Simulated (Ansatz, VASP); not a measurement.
## Si2Sb in two plane-wave programs

One calculation is typed for both programs; each brings its own data sets and cutoff. How far apart do they land? The cell is invented: As first built, before any earlier steps moved the atoms (in the runner's words): it takes the YSi2 structure with some of its atoms replaced by other elements, volume scaled by an estimate. It may not be a known or stable phase. The cell is taken from a series of VASP runs on this material, whose earlier steps may have relaxed, scaled or displaced it; both programs get it as it stands.

Program: Ansatz 0.2.0. Level of theory: plane waves, with VASP 6.6.1 beside it; band structure at r2SCAN. Results are calculated unless marked as measured.

### Step 1. Starting point

It takes space group P6/mmm (No. 191, hexagonal). The conventional cell has a = 4.227 Å, b = 4.227 Å, c = 3.806 Å, α = 90.00°, β = 90.00°, γ = 120.00°. Nearest to Sb lie 12 Si at 3.09 Å. Nearest to Si lie 3 Si at 2.44 Å and 6 Sb at 3.09 Å. As first built, before any earlier steps moved the atoms (in the runner's words): sites of the YSi2 structure (space group 191) filled with other elements, volume scaled by an estimate. Farther neighbours are not listed.

### Step 2. Ansatz: band structure, r2SCAN

Ansatz runs on its default PAW (the set named soft_2) files.

A single point gives forces, pressure and levels at one fixed geometry, so differences don't come from the geometry; what else differs is listed under the comparison.

input.yaml reads:

```yaml
crystal:
  lattice:
    - [4.22707249, 0.0, 0.0]
    - [-2.1135362449, 3.6607522543, 0.0]
    - [0.0, 0.0, 3.805684004]
  atoms:
    - { symbol: Sb, position: [0.0, 0.0, 0.0] }
    - { symbol: Si, position: [0.33333333, 0.66666667, 0.5] }
    - { symbol: Si, position: [0.66666667, 0.33333333, 0.5] }
hamiltonian:
  xc: r2scan
  pseudopotentials: { kind: paw }
kpoints:
  mp_grid: { grid: [6, 6, 6] }
  band_path:
    path:
      - [0.0, 0.0, 0.0]
      - [0.13333, 0.0, 0.0]
      - [0.3, 0.0, 0.0]
      - [0.46667, 0.0, 0.0]
      - [0.46667, 0.06667, 0.0]
      - [0.41111, 0.17778, 0.0]
      - [0.35556, 0.28889, 0.0]
      - [0.28889, 0.28889, 0.0]
      - [0.17778, 0.17778, 0.0]
      - [0.06667, 0.06667, 0.0]
      - [0.0, 0.0, 0.03333]
      - [0.0, 0.0, 0.2]
      - [0.0, 0.0, 0.36667]
      - [0.0, 0.0, 0.5]
      - [0.16667, 0.0, 0.5]
      - [0.3, 0.0, 0.5]
      - [0.46667, 0.0, 0.5]
      - [0.46667, 0.06667, 0.5]
      - [0.41111, 0.17778, 0.5]
      - [0.35556, 0.28889, 0.5]
      - [0.28889, 0.28889, 0.5]
      - [0.17778, 0.17778, 0.5]
      - [0.06667, 0.06667, 0.5]
      - [0.5, 0.0, 0.46667]
      - [0.5, 0.0, 0.3]
      - [0.5, 0.0, 0.13333]
      - [0.33333, 0.33333, 0.0]
      - [0.33333, 0.33333, 0.16667]
      - [0.33333, 0.33333, 0.33333]
      - [0.33333, 0.33333, 0.5]
    npoints: 1
scf:
  occupations: { method: fermi_dirac, width: 0.05 }
  n_extra_bands: 7
output:
  forces: true
  stress: true
  eigenvalues: true
```

Command:

```sh
$ ansatz run input.yaml --threads 2 --pin off --max-ram 4608MiB --backend cpu --events-out ev --progress --plain --runs-dir out
```

Numbers of over 12 decimals in the logs are rounded to 6 here.

What it wrote:

```text
Warning: the atoms were moved onto the symmetric positions of the space group found under crystal.symmetry.tolerance 1.0e-5 (fractional; no operation is sought that the atoms, as they stand in a round, miss by more than twice it, and no atom is moved by as much as it), and the run uses the moved positions. Before a round's move an operation carried an atom to 4.23e-8 Å from where it should land, the largest such dist [...]
scf.n_extra_bands = 7 over 12 filled bands (N_el = 23.0): the run solves 19 bands
Engine: ansatz 0.2.0, aarch64-unknown-linux-gnu
Pseudopotentials: kind: paw
Pseudopotential: Sb, paw, valence charge 15, recommended cutoff 500 eV (meta_gga), Sb.paw.azcp
Pseudopotential: Si, paw, valence charge 4, recommended cutoff 500 eV (meta_gga), Si.paw.azcp
Functional definition: r2SCAN
  parameter k0 = 0.174
  parameter k1 = 0.065
  parameter a1 = 4.9479
  exchange = r2scan_x(k0 = k0, k1 = k1, a1 = a1)
  correlation = r2scan_c
Crystal: 3 atoms, lattice volume = 58.890 Å³
Basis set: ecut = 500 eV, 1507 PW (Γ), exchange–correlation on 128×128×120 points (64 copies of the dense FFT grid, shifted against one another)
Bands: 19, of which v1, the nominal top of the filled ones, is band 12 counted from 1 (11 counted from 0)
Symmetry: 24 space group operations
Space group: P6/mmm (ITA 191), of the structure as read, at distance tolerance 3.9e-5 Å
k-points: 28 of 216
Non-local potential: Sb, projectors of the file, l = 0: 2, l = 1: 2, l = 2: 2, l = 3: 2
Non-local potential: Si, projectors of the file, l = 0: 2, l = 1: 2, l = 2: 2
PAW form: soft (Blöchl's): semilocal exchange-correlation on the pseudo side does not see the compensation charge
PAW frozen core: Sb, regenerated for the run's functional (the file was generated under x = pbe(κ = 0.804, μ = 0.219515), c = pbe(β = 0.066725))
PAW frozen core: Si, regenerated for the run's functional (the file was generated under x = pbe(κ = 0.804, μ = 0.219515), c = pbe(β = 0.066725))
PAW one-centre angular grid: Sb, 590 points (default); XC on 160 Gauss nodes
PAW one-centre angular grid: Si, 302 points (default); XC on 160 Gauss nodes
Initial density: superposition of atomic densities (neutral atoms: chi_scale 0, normalization atom), corrected by the library's trained network
Initial wavefunctions: pseudopotential atomic-orbital guess
Functional: x = r2scan, c = r2scan; τ floored in thin density (d = 2e-4 eV/Å³)
SCF iter   1: F=—  HF=-7775.250700 eV  |F-HF|=—  |Δ(HF+E_count)|=         —  Δρ=7.92e-3  dr2=5.22e-2  dr2_τ=6.26e-3  ethr=1.77e-3  ⟨swp⟩=6.5  Hψ=3135  notcnv=0  defer=14
preconditioner: auto → none  [metal: Δε(μ)=0.040 eV  Ē_g=10.664 eV  σ=0.050 eV  W_gap=0.19  n_scr=8 (ndim 8)  ℏωp=17.4 eV  f_vac=0.000  D(μ)=3.17/eV (n_scr^D=26)  sad-step TF]
SCF iter   2: F=—  HF=-7775.275074 eV  |F-HF|=—  |Δ(HF+E_count)|=   2.44e-2  Δρ=4.85e-3  dr2=1.90e-2  dr2_τ=7.15e-5  ethr=2.27e-4  ⟨swp⟩=2.7  Hψ=1048  notcnv=0  defer=51
SCF iter   3: F=—  HF=-7775.273420 eV  |F-HF|=—  |Δ(HF+E_count)|=   1.65e-3  Δρ=9.00e-4  dr2=9.23e-4  dr2_τ=7.60e-6  ethr=8.28e-5  ⟨swp⟩=2.6  Hψ=784  notcnv=0  defer=51
SCF iter   4: F=—  HF=-7775.273287 eV  |F-HF|=—  |Δ(HF+E_count)|=   1.33e-4  Δρ=3.49e-4  dr2=1.05e-4  dr2_τ=1.18e-6  ethr=4.01e-6  ⟨swp⟩=2.5  Hψ=798  notcnv=0  defer=51
SCF iter   5: F=—  HF=-7775.273316 eV  |F-HF|=—  |Δ(HF+E_count)|=   2.93e-5  Δρ=1.28e-4  dr2=6.93e-6  dr2_τ=1.07e-7  ethr=4.56e-7  ⟨swp⟩=2.0  Hψ=623  notcnv=0  defer=51
SCF iter   6: F=—  HF=-7775.273330 eV  |F-HF|=—  |Δ(HF+E_count)|=   1.46e-5  Δρ=2.35e-5  dr2=3.38e-7  dr2_τ=4.83e-9  ethr=3.01e-8  ⟨swp⟩=2.0  Hψ=665  notcnv=0  defer=51
SCF iter   7: F=-7775.273331 eV  HF=-7775.273331 eV  |F-HF|=4.20e-9  |Δ(HF+E_count)|=   1.93e-7  Δρ=4.54e-6  dr2=1.41e-8  dr2_τ=3.69e-10  ethr=4.35e-10  ⟨swp⟩=10.0  Hψ=2839  notcnv=0
SCF 1 converged in 7 iterations: F = -7775.273331 eV  dr2 = 1.41e-8
  greatest PAW one-centre occupation: 0.994 electrons in one spin orbital (limit 2), on the Sb atom at site 0 (counted from 0), in its partial waves of l = 2
NSCF: frozen V_eff on 30 k-points
SCF converged after 7 iterations
Free energy (F): -7775.273331 eV
Harris-Foulkes:  -7775.273331 eV  (|F-HF|=4.20e-9)
Internal energy: -7775.248179 eV  (E = F + TS)
E sigma→0 (E₀):  -7775.260755 eV
Entropy (-TS):   -0.025151 eV (-8.384 meV/atom)
Fermi energy:    10.148770 eV
--- Per-component energies (eV) ---
  E_band       = -135.572363
  E_kinetic    = 286.789833
  E_local      = -1689.068585  (includes V_loc(G=0)·N_el)
  E_nonlocal   = 412.041740
  E_hartree    = 778.533280
  E_xc         = -230.551577
  E_vxc        = -203.385542  (∫ρ·V_xc dr)
  E_paw        = -5639.656904  (= ΣΔE_a)
  E_vpaw       = -510.300841  (= ΣTr[D̂ρ^β])
  E_aug_tail   = 0.000009  (compensation charges beyond the density's cutoff)
  E_vtau       = 11.286553  (kinetic-family band-sum trace: ∫τ·v_τ [+ j·A + Jᵃ·Aᵃ] dr)
  E_ewald      = -1693.689147
  E_core_change = 0.353171  (= ΣΔE_core)
  E_smearing   = -0.025151  (= −TS)
  E_closure    = 0.000000  (closes the sum)
  Σ components = -7775.273331   (vs F -7775.273331, Δ=0.00e0)
--- Forces (eV/Å), atoms counted from 1 ---
  atom   1  Sb     0.00000000    -0.00000000     0.00000000
  atom   2  Si     0.00000000     0.00000000     0.00000000
  atom   3  Si     0.00000000    -0.00000000     0.00000000
  max |Σ_I F_I| component: 1.85e-17 eV/Å
--- Stress (GPa, compression-positive) ---
        0.116357      -0.000000       0.000000
       -0.000000       0.116357       0.000000
        0.000000       0.000000      -0.062852
  P = ⅓ Tr σ = 0.0566 GPa (0.566 kbar)
--- Band table (eV; the first three rows and the last of 28) ---
  k-point 0: bands = [... 8 lower, 7.4060, 7.4060, 8.0043, 8.0043, 8.5672, 12.8688, 16.1290, 16.3626, ... 3 higher]
  k-point 1: bands = [... 8 lower, 7.5256, 8.0587, 8.3245, 8.3245, 8.7886, 14.1323, 15.1801, 15.1942, ... 3 higher]
  k-point 2: bands = [... 8 lower, 7.7941, 9.2649, 9.2649, 9.3678, 9.4836, 13.0416, 13.0648, 13.0648, ... 3 higher]
  k-point 27: bands = [... 8 lower, 3.4897, 5.3609, 5.3609, 12.0522, 14.0997, 14.0997, 15.1328, 15.1328, ... 3 higher]
```

Wall time 4.8 s (2 threads of Arm Neoverse V2, shared host); peak memory 0.46 GiB; 7.6 s of CPU time.

### Step 3. VASP: band structure, r2SCAN

The same cell, functional, mesh and smearing now go to VASP, with its own data sets and cutoff.

Lines of VASP's logs that name or quote its potential files are left out, and so is its time.

INCAR reads:

```
SYSTEM = Si2Sb
PREC = Accurate
ENCUT = 400
EDIFF = 1E-06
NELM = 100
ISMEAR = -1
SIGMA = 0.05
LREAL = .FALSE.
ALGO = Normal
METAGGA = R2SCAN
LASPH = .TRUE.
LORBIT = 11
LWAVE = .FALSE.
LCHARG = .FALSE.
```

POSCAR reads:

```
Si2Sb
1.0
    4.2270724900      0.0000000000      0.0000000000
   -2.1135362449      3.6607522543      0.0000000000
    0.0000000000      0.0000000000      3.8056840040
Sb Si
1 2
Direct
    0.0000000000      0.0000000000      0.0000000000
    0.3333333300      0.6666666700      0.5000000000
    0.6666666700      0.3333333300      0.5000000000
```

KPOINTS reads:

```
Automatic mesh
0
Gamma
6 6 6
0 0 0
```

KPOINTS_OPT reads:

```
Line mode
16
Line-mode
Reciprocal
  0.00000000   0.00000000   0.00000000 GAMMA
  0.50000000   0.00000000   0.00000000 M

  0.50000000   0.00000000   0.00000000 M
  0.33333333   0.33333333   0.00000000 K

  0.33333333   0.33333333   0.00000000 K
  0.00000000   0.00000000   0.00000000 GAMMA

  0.00000000   0.00000000   0.00000000 GAMMA
  0.00000000   0.00000000   0.50000000 A

  0.00000000   0.00000000   0.50000000 A
  0.50000000   0.00000000   0.50000000 L

  0.50000000   0.00000000   0.50000000 L
  0.33333333   0.33333333   0.50000000 H

  0.33333333   0.33333333   0.50000000 H
  0.00000000   0.00000000   0.50000000 A

  0.50000000   0.00000000   0.50000000 L
  0.50000000   0.00000000   0.00000000 M

  0.33333333   0.33333333   0.00000000 K
  0.33333333   0.33333333   0.50000000 H
```

PAW data sets: Sb and Si (PBE family, release 64).

Command:

```sh
$ mpirun -np 1 vasp_std
```

What it wrote:

```text
[banner, memory and clock lines left out]
running    1 mpi-ranks, on    1 nodes
 distrk:  each k-point on    1 cores,    1 groups
 distr:  one band on    1 cores,    1 groups

 POSCAR found type information on POSCAR SbSi
 POSCAR found :  2 types and       3 ions
|                                                                             |
|               ----> ADVICE to this user running VASP <----                  |
|                                                                             |
|     You enforced a specific xc type in the INCAR file but a different       |
|     [... a line on the potential file left out ...]
|     I HOPE YOU KNOW WHAT YOU ARE DOING!                                     |
|                                                                             |

 LDA part: xc-table for (None), standard interpolation
 POSCAR, INCAR and KPOINTS ok, starting setup
 FFT: planning ... GRIDC
 FFT: planning ... GRID_SOFT
 FFT: planning ... GRID
 WAVECAR not read
 entering main loop
       N       E                     dE             d eps       ncg     rms          rms(c)
DAV:   1    -0.132552753275E+01   -0.13255E+01   -0.41205E+03   560   0.818E+02
DAV:   2    -0.413748507112E+02   -0.40049E+02   -0.38279E+02   684   0.138E+02
DAV:   3    -0.431103956737E+02   -0.17355E+01   -0.16548E+01   762   0.279E+01
DAV:   4    -0.431467191032E+02   -0.36323E-01   -0.35992E-01   698   0.321E+00
DAV:   5    -0.431471990133E+02   -0.47991E-03   -0.47963E-03   690   0.361E-01    0.527E+00
DAV:   6    -0.412497997031E+02    0.18974E+01   -0.49639E-01   634   0.476E+00    0.336E+00
DAV:   7    -0.412509842950E+02   -0.11846E-02   -0.10101E-01   722   0.203E+00    0.123E+00
DAV:   8    -0.412527381873E+02   -0.17539E-02   -0.85954E-03   610   0.737E-01    0.257E-01
DAV:   9    -0.412530009374E+02   -0.26275E-03   -0.68725E-04   726   0.213E-01    0.580E-02
DAV:  10    -0.412530326895E+02   -0.31752E-04   -0.11131E-04   652   0.737E-02    0.964E-03
DAV:  11    -0.412530379282E+02   -0.52387E-05   -0.95878E-06   658   0.264E-02    0.671E-03
DAV:  12    -0.412530385220E+02   -0.59374E-06   -0.35782E-06   578   0.131E-02
   1 F= -.41253039E+02 E0= -.41240471E+02  d E =-.251344E-01
 Start KPOINTS_OPT (optional k-point list driver)
k-point batch [1-28\144]
       N       E                     dE             ncg
DAV:   1     0.226029337070E+04   -0.35812E+04      560
DAV:   2     0.117432895927E+04   -0.10860E+04      710
DAV:   3     0.112112726735E+04   -0.53202E+02      738
DAV:   4     0.112015069163E+04   -0.97658E+00      680
DAV:   5     0.112013799354E+04   -0.12698E-01      698
DAV:   6     0.112013770983E+04   -0.28372E-03      720
DAV:   7     0.112013770573E+04   -0.41005E-05      720
DAV:   8     0.112013770566E+04   -0.61998E-07      412
[...]
k-point batch [141-144\144]
       N       E                     dE             ncg
DAV:   1     0.864508932994E+04   -0.13866E+04       80
DAV:   2     0.854724266250E+04   -0.97847E+02      106
DAV:   3     0.854414396357E+04   -0.30987E+01       88
DAV:   4     0.854405160195E+04   -0.92362E-01      128
DAV:   5     0.854404902954E+04   -0.25724E-02      102
DAV:   6     0.854404898636E+04   -0.43181E-04      106
DAV:   7     0.854404898489E+04   -0.14718E-05      106
DAV:   8     0.854404898487E+04   -0.25897E-07       86
```

Parts of OUTCAR (step 3):

```text
ion  position               nearest neighbor table
   1  0.000  0.000  0.000-   2 3.09   3 3.09   2 3.09   3 3.09   3 3.09   3 3.09   2 3.09   2 3.09
                             3 3.09   3 3.09   2 3.09   2 3.09
   2  0.333  0.667  0.500-   3 2.44   3 2.44   3 2.44   1 3.09   1 3.09   1 3.09   1 3.09   1 3.09
                             1 3.09
   3  0.667  0.333  0.500-   2 2.44   2 2.44   2 2.44   1 3.09   1 3.09   1 3.09   1 3.09   1 3.09
                             1 3.09

  LATTYP: Found a hexagonal cell.
 ALAT       =     4.2270724900
 C/A-ratio  =     0.9003119802

 Subroutine GETGRP returns: Found 24 space group operations
 (whereof 24 operations were pure point group operations)

The static configuration has the point symmetry D_6h.

 Found     28 irreducible k-points:

   k-points           NKPTS =     28   k-points in BZ     NKDIM =     28   number of bands    NBANDS=     10

   dimension x,y,z NGX =    28 NGY =   28 NGZ =   28
   dimension x,y,z NGXF=    56 NGYF=   56 NGZF=   56

   ENCUT  =  400.0 eV  29.40 Ry    5.42 a.u.   6.89  6.89  6.21*2*pi/ulx,y,z

   NELECT =      13.0000    total number of electrons

 k-points in reciprocal lattice and weights: Automatic mesh
   0.00000000  0.00000000  0.00000000       0.005
   0.16666667  0.00000000  0.00000000       0.028
   0.33333333  0.00000000  0.00000000       0.028
   0.50000000  0.00000000  0.00000000       0.014
   0.16666667  0.16666667  0.00000000       0.028
   0.33333333  0.16666667  0.00000000       0.056
   0.33333333  0.33333333  0.00000000       0.009
   0.00000000  0.00000000  0.16666667       0.009
   0.16666667  0.00000000  0.16666667       0.056
[...]
0.33333333  0.16666667  0.50000000       0.056
   0.33333333  0.33333333  0.50000000       0.009

 average (electrostatic) potential at core
       1 -89.4395       2 -84.3510       3 -84.3510

 E-fermi :   8.4326

 k-point     1 :       0.0000    0.0000    0.0000
  band No.  band energies     occupation
    ...
      4       5.6848      2.00000
      5       5.6848      2.00000
      6       6.2913      2.00000
      7       6.2913      2.00000
      8       6.8461      2.00000
      9      11.1547      0.00000
     10      14.3995      0.00000

 k-point     2 :       0.1667    0.0000    0.0000
  band No.  band energies     occupation
    ...
      3       3.8113      2.00000
      4       4.4550      2.00000
      5       5.4356      2.00000
      6       6.9699      2.00000
      7       8.0248      1.99943
      8       9.3168      0.00000
      9      12.2799      0.00000
     10      12.8050      0.00000

 k-point     3 :       0.3333    0.0000    0.0000
  band No.  band energies     occupation
    ...
      2      -0.3631      2.00000
      3       3.0366      2.00000
      4       3.5423      2.00000
      5       6.4140      2.00000
      6       8.0983      1.99750
      7      10.2512      0.00000
      8      10.2520      0.00000
      9      11.0863      0.00000
     10      12.8666      0.00000

  Total        0.0039061      0.0039061     -0.0302253      0.0000000      0.0000000      0.0000000
  in kB        0.1062699      0.1062699     -0.8223156      0.0000000      0.0000000      0.0000000
  external PRESSURE =      -0.2032586 kB  Pullay stress =       0.0000000 kB

  energy-cutoff  :      400.00
  volume of cell :       58.89
      direct lattice vectors                 reciprocal lattice vectors
     4.227072490  0.000000000  0.000000000     0.236570346  0.136583949  0.000000000
    -2.113536245  3.660752254  0.000000000     0.000000000  0.273167898  0.000000000
     0.000000000  0.000000000  3.805684004     0.000000000  0.000000000  0.262764854

 POSITION                                       TOTAL-FORCE (eV/Angst)
 -----------------------------------------------------------------------------------
      0.00000      0.00000      0.00000         0.000000      0.000000      0.000000
     -0.00000      2.44050      1.90284        -0.000000      0.000000      0.000000
      2.11354      1.22025      1.90284        -0.000000      0.000000      0.000000
 -----------------------------------------------------------------------------------
    total drift:                               -0.000000     -0.000000      0.000000

  FREE ENERGIE OF THE ION-ELECTRON SYSTEM (eV)
  ---------------------------------------------------
  free  energy   TOTEN  =       -41.2530385220 eV

  energy  without entropy=      -41.2279040989  energy(sigma->0) =      -41.24047131

 total charge
# of ion       s       p       d       tot
------------------------------------------
    1        1.200   1.106   0.048   2.354
    2        0.824   0.753   0.000   1.577
    3        0.824   0.753   0.000   1.577
--------------------------------------------------
tot          2.849   2.611   0.048   5.509

[... 3 further parts left out ...]
```

The run ends at a pressure of -0.02 GPa.

### Step 4. Side by side

Known differences besides the potentials themselves: VASP keeps PBE cores, Ansatz makes them for the functional; the data sets hold 23 valence electrons in Ansatz (default PAW (the set named soft_2) files) and 13 in VASP; the cutoff is 500 eV in Ansatz and 400 eV in VASP. Total energies have different zeros and are not compared.

Compared:

| quantity | Ansatz | VASP | difference |
| --- | --- | --- | --- |
| pressure (GPa) | 0.06 | -0.02 | +0.08 |

Levels from 3 eV below to 2 eV above the Fermi level differ by 3 meV r.m.s. and 8 meV at most; each VASP level is matched to the nearest of Ansatz, which flatters the figure a little.

### Step 5. Summary of results

```yaml
r_m_s_difference_of_levels_near_the_fermi_level_band_structure_r2scan: 3.0 meV
```

What this shows: The r.m.s. difference of levels near the Fermi level is 3.0 meV (band structure, r2SCAN), within the 80 meV picked in this series as the mark of a large difference. How closely two codes agree says nothing of how well the functional describes the real material.

[Lines on the potential files, build, host, timing and source positions are cut from VASP's logs without a mark.]

[Logs are printed without paths, hosts, clocks, repeated set-up lines and the standing remarks that a program may print on its own settings, such as how far it seeks lower states.]

[Hosts, paths, dates, database ids (printed as entryN), source tags and the programs' standing remarks are cut or masked in the printed files.]
